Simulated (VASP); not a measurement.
Input:

```yaml
crystal:
  lattice:
    - [-1.65504, 1.65504, 1.65504]
    - [1.65504, -1.65504, 1.65504]
    - [1.65504, 1.65504, -1.65504]
  atoms:
    - { symbol: Nb, position: [0.00000, 0.00000, 0.00000] }
```

Method: PW91 GGA, VASP's PBE PAW potentials (set 64) (plane waves; VASP). Settings: 520 eV cut-off, 17×17×17 Γ-centred mesh, tetrahedra with Blöchl corrections, potentials Nb_sv.

Q: Predict the energy per atom (σ→0), band gap (on the k-mesh) with the smallest direct gap where there is one.

A: 
```yaml
band gap (on the k-mesh): none (metal, semimetal or under 0.01 eV)
energy per atom (σ→0): -982.4 kJ/mol-atom
```

Total energies compare only between runs with the same potentials, cut-off and functional.

The compound is Nb in the bcc structure. It was relaxed first.
